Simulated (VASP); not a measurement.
Level of theory: LDA (Ceperley-Alder, Perdew-Zunger), VASP's LDA PAW potentials (set 64) (plane waves; VASP 6.6.1).

Input for VASP

**KPOINTS**
```
Automatic
0
G
  14 14 7
```

**INCAR**
```
SYSTEM = Cd
PREC = Accurate; ENCUT = 500; LREAL = .False.
LASPH = .True.
EDIFF = 1E-6; NELM = 100; ALGO = Normal
LMAXMIX = 4
ISMEAR = 1; SIGMA = 0.1
IBRION = 2; NSW = 40; ISIF = 3
EDIFFG = -0.02; PSTRESS = 100
LWAVE = .False.; LCHARG = .False.
```

POSCAR:
```
Cd
1
    1.4587211103    -2.5265794375     0.0000000000
    1.4587211103     2.5265794375     0.0000000000
    0.0000000000     0.0000000000     5.0995638453
Cd
2
Direct
  0.3333330000   0.6666670000   0.2500000000
  0.6666670000   0.3333330000   0.7500000000
```

POTCAR, in this order: Cd (LDA.64 set). Program: vasp_std.

Output of the run:

**OSZICAR**
```
       N       E                     dE             d eps       ncg     rms          rms(c)
DAV:   1     0.169514191586E+03    0.16951E+03   -0.13328E+04  3072   0.150E+03
DAV:   2     0.760970019714E-01   -0.16944E+03   -0.16558E+03  3096   0.381E+02
DAV:   3    -0.319009467590E+01   -0.32662E+01   -0.32624E+01  3888   0.636E+01
DAV:   4    -0.319401510791E+01   -0.39204E-02   -0.39203E-02  3560   0.194E+00
DAV:   5    -0.319402575220E+01   -0.10644E-04   -0.10644E-04  3904   0.988E-02    0.665E+00
DAV:   6    -0.302383121477E+01    0.17019E+00   -0.41571E-01  3360   0.905E+00    0.490E+00
DAV:   7    -0.300381436585E+01    0.20017E-01   -0.46806E-02  3704   0.230E+00    0.188E+00
DAV:   8    -0.300141814626E+01    0.23962E-02   -0.55029E-03  3392   0.114E+00    0.106E-01
DAV:   9    -0.300142605330E+01   -0.79070E-05   -0.12251E-05  4104   0.469E-02    0.445E-02
DAV:  10    -0.300143318678E+01   -0.71335E-05   -0.43368E-06  3360   0.251E-02    0.245E-03
DAV:  11    -0.300143317004E+01    0.16743E-07   -0.19191E-07  2032   0.590E-03
   1 F= -.65527292E+00 E0= -.65522598E+00  d E =-.655273E+00
       N       E                     dE             d eps       ncg     rms          rms(c)
DAV:   1    -0.514131704678E+01   -0.21399E+01   -0.42813E+01  3088   0.911E+01    0.985E+00
DAV:   2    -0.293906631233E+01    0.22023E+01   -0.64991E+00  3104   0.394E+01    0.252E+00
DAV:   3    -0.283223475905E+01    0.10683E+00   -0.25807E-01  3936   0.596E+00    0.182E+00
DAV:   4    -0.280827348057E+01    0.23961E-01   -0.20943E-02  3360   0.113E+00    0.396E-01
DAV:   5    -0.280775842409E+01    0.51506E-03   -0.85409E-04  3832   0.206E-01    0.124E-01
DAV:   6    -0.280784825928E+01   -0.89835E-04   -0.67810E-05  3416   0.638E-02    0.233E-02
DAV:   7    -0.280785076882E+01   -0.25095E-05   -0.21438E-06  3264   0.136E-02    0.363E-03
DAV:   8    -0.280785077771E+01   -0.88980E-08   -0.32360E-08  1880   0.182E-03
   2 F= -.65391597E+00 E0= -.65381496E+00  d E =0.135695E-02
       N       E                     dE             d eps       ncg     rms          rms(c)
DAV:   1    -0.347230534540E+01   -0.66445E+00   -0.10828E+01  3072   0.483E+01    0.563E+00
DAV:   2    -0.297407235568E+01    0.49823E+00   -0.12735E+00  3104   0.171E+01    0.208E+00
DAV:   3    -0.293793555333E+01    0.36137E-01   -0.63150E-02  3648   0.344E+00    0.168E+00
DAV:   4    -0.292894350494E+01    0.89920E-02   -0.59481E-03  3488   0.667E-01    0.268E-01
DAV:   5    -0.292881127014E+01    0.13223E-03   -0.27096E-04  3576   0.145E-01    0.982E-02
DAV:   6    -0.292883637793E+01   -0.25108E-04   -0.12743E-04  3928   0.155E-01    0.462E-02
DAV:   7    -0.292882912026E+01    0.72577E-05   -0.35408E-05  3256   0.879E-02    0.405E-03
DAV:   8    -0.292882914955E+01   -0.29286E-07   -0.21370E-07  1768   0.402E-03
   3 F= -.68089783E+00 E0= -.68079408E+00  d E =-.256249E-01
       N       E                     dE             d eps       ncg     rms          rms(c)
DAV:   1    -0.292711709341E+01    0.17120E-02   -0.43966E-03  3072   0.953E-01    0.105E-01
DAV:   2    -0.292690605707E+01    0.21104E-03   -0.56622E-04  3080   0.366E-01    0.351E-02
DAV:   3    -0.292689251719E+01    0.13540E-04   -0.27256E-05  3752   0.683E-02    0.277E-02
DAV:   4    -0.292688954009E+01    0.29771E-05   -0.28163E-06  2808   0.139E-02    0.238E-03
DAV:   5    -0.292688953957E+01    0.51614E-09   -0.76716E-08  1616   0.305E-03
   4 F= -.68089430E+00 E0= -.68079020E+00  d E =-.256214E-01
       N       E                     dE             d eps       ncg     rms          rms(c)
DAV:   1    -0.292860180005E+01   -0.17123E-02   -0.11261E-01  3256   0.314E+00    0.254E-01
DAV:   2    -0.292686296157E+01    0.17388E-02   -0.13912E-03  3208   0.563E-01    0.139E-01
DAV:   3    -0.292611358344E+01    0.74938E-03   -0.11601E-03  3368   0.358E-01    0.474E-02
DAV:   4    -0.292611437153E+01   -0.78810E-06   -0.12461E-04  3504   0.146E-01    0.252E-02
DAV:   5    -0.292611363541E+01    0.73612E-06   -0.46622E-06  3480   0.319E-02
   5 F= -.68127889E+00 E0= -.68117111E+00  d E =-.384584E-03
       N       E                     dE             d eps       ncg     rms          rms(c)
DAV:   1    -0.292618065490E+01   -0.66283E-04   -0.23935E-02  3224   0.145E+00    0.117E-01
DAV:   2    -0.292581520770E+01    0.36545E-03   -0.29645E-04  3232   0.262E-01    0.641E-02
DAV:   3    -0.292565721061E+01    0.15800E-03   -0.24204E-04  3384   0.164E-01    0.217E-02
DAV:   4    -0.292565721735E+01   -0.67398E-08   -0.26125E-05  3504   0.664E-02    0.115E-02
DAV:   5    -0.292565704539E+01    0.17196E-06   -0.91787E-07  1792   0.143E-02
   6 F= -.68136427E+00 E0= -.68125821E+00  d E =-.469970E-03
       N       E                     dE             d eps       ncg     rms          rms(c)
DAV:   1    -0.292665668216E+01   -0.99946E-03   -0.95497E-02  3232   0.289E+00    0.234E-01
DAV:   2    -0.292520839480E+01    0.14483E-02   -0.11788E-03  3232   0.523E-01    0.128E-01
DAV:   3    -0.292457895250E+01    0.62944E-03   -0.95496E-04  3400   0.327E-01    0.434E-02
DAV:   4    -0.292457830014E+01    0.65235E-06   -0.10573E-04  3496   0.133E-01    0.229E-02
DAV:   5    -0.292457771939E+01    0.58075E-06   -0.39758E-06  3392   0.292E-02
   7 F= -.68138534E+00 E0= -.68130235E+00  d E =-.491036E-03
       N       E                     dE             d eps       ncg     rms          rms(c)
DAV:   1    -0.292565604519E+01   -0.10777E-02   -0.23462E-02  3232   0.143E+00    0.117E-01
DAV:   2    -0.292529497902E+01    0.36107E-03   -0.29757E-04  3248   0.262E-01    0.634E-02
DAV:   3    -0.292514086370E+01    0.15412E-03   -0.23172E-04  3408   0.160E-01    0.217E-02
DAV:   4    -0.292514032432E+01    0.53938E-06   -0.25937E-05  3456   0.651E-02    0.114E-02
DAV:   5    -0.292514021076E+01    0.11356E-06   -0.10040E-06  1824   0.149E-02
   8 F= -.68139884E+00 E0= -.68129935E+00  d E =-.504537E-03
```

File OUTCAR:
```
------------------------ aborting loop because EDIFF is reached ----------------------------------------
  FORCE on cell =-STRESS in cart. coord.  units (eV):
  Direction    XX          YY          ZZ          XY          YZ          ZX
  --------------------------------------------------------------------------------------
  Total        2.2505688      2.2505696      2.2372066     -0.0000000     -0.0000000      0.0000000
  in kB      100.3042882    100.3043234     99.7087572     -0.0000000     -0.0000000      0.0000000
  external PRESSURE =       0.1057896 kB  Pullay stress =     100.0000000 kB
  volume of cell :       35.95
      direct lattice vectors                 reciprocal lattice vectors
     1.440938898 -2.495779821  0.000000000     0.346995976 -0.200338185 -0.000000000
     1.440938898  2.495779821  0.000000000     0.346995976  0.200338185 -0.000000000
     0.000000000  0.000000000  4.998060957    -0.000000000 -0.000000000  0.200077592
 POSITION                                       TOTAL-FORCE (eV/Angst)
 -----------------------------------------------------------------------------------
      1.44094      0.83193      1.24952        -0.000000      0.000000     -0.000000
      1.44094     -0.83193      3.74855         0.000000     -0.000000      0.000000
 -----------------------------------------------------------------------------------
    total drift:                                0.000013      0.000169      0.000002
  FREE ENERGIE OF THE ION-ELECTRON SYSTEM (eV)
  ---------------------------------------------------
  free  energy   TOTEN  =        -2.9251402108 eV

  energy  without entropy=       -2.9248417618  energy(sigma->0) =       -2.92504073
  enthalpy is  TOTEN    =        -0.6813988378 eV   P V=        2.2437413729

 reached required accuracy - stopping structural energy minimisation
```
(Selected blocks of OUTCAR.)

CONTCAR:
```
Cd
   1.00000000000000
     1.4409388983218279   -2.4957798206400712    0.0000000000000000
     1.4409388983218279    2.4957798206400712    0.0000000000000000
     0.0000000000000000    0.0000000000000000    4.9980609567739505
  Cd
     2
Direct
     0.3333330000000032    0.6666669999999968    0.2500000000000000
     0.6666669999999968    0.3333330000000032    0.7500000000000000
```

**OUTCAR**
```
 val. band max:        4.4165298862   @ k =   0.2143   0.1429   0.0000

 cond. band min:       4.4847239767   @ k =   0.3571  -0.0000   0.0000


 Fermi energy:         4.4199027563

 k-point     1 :       0.0000    0.0000    0.0000
  band No.  band energies     occupation
      1      -6.4496      2.00000
      2      -6.2362      2.00000
      3      -5.7105      2.00000
      4      -5.4953      2.00000
      5      -5.4953      2.00000
      6      -5.3787      2.00000
      7      -5.3787      2.00000
      8      -4.9507      2.00000
      9      -4.9507      2.00000
     10      -4.3949      2.00000
     11      -4.3949      2.00000
     12       0.6630      2.00000
     13       2.3989      2.00000
     14      18.2693      0.00000
     15      18.7130      0.00000
     16      19.5444      0.00000

 k-point     2 :       0.0714   -0.0000    0.0000
  band No.  band energies     occupation
      1      -6.3864      2.00000
      2      -6.0926      2.00000
      3      -5.7130      2.00000
      4      -5.4933      2.00000
      5      -5.4363      2.00000
      6      -5.3948      2.00000
      7      -5.3233      2.00000
      8      -4.9993      2.00000
      9      -4.9776      2.00000
     10      -4.5026      2.00000
     11      -4.3874      2.00000
     12       0.9239      2.00000
     13       2.4614      2.00000
     14      17.2355      0.00000
     15      18.4583      0.00000
     16      18.4608      0.00000

 k-point     3 :       0.1429   -0.0000    0.0000
  band No.  band energies     occupation
      1      -6.2429      2.00000
      2      -5.7931      2.00000
      3      -5.7221      2.00000
      4      -5.4541      2.00000
      5      -5.3002      2.00000
      6      -5.2677      2.00000
      7      -5.1654      2.00000
      8      -5.1601      2.00000
      9      -5.0484      2.00000
     10      -4.7337      2.00000
     11      -4.3713      2.00000
     12       1.6339      2.00000
     13       2.6634      2.00000
...
```

Energy and stress use the plane-wave basis of the starting cell.

The compound is Cd in the hcp structure. This run relaxes it under an external pressure of 10 GPa. Symmetry was kept, so distortions that lower it aren't found.
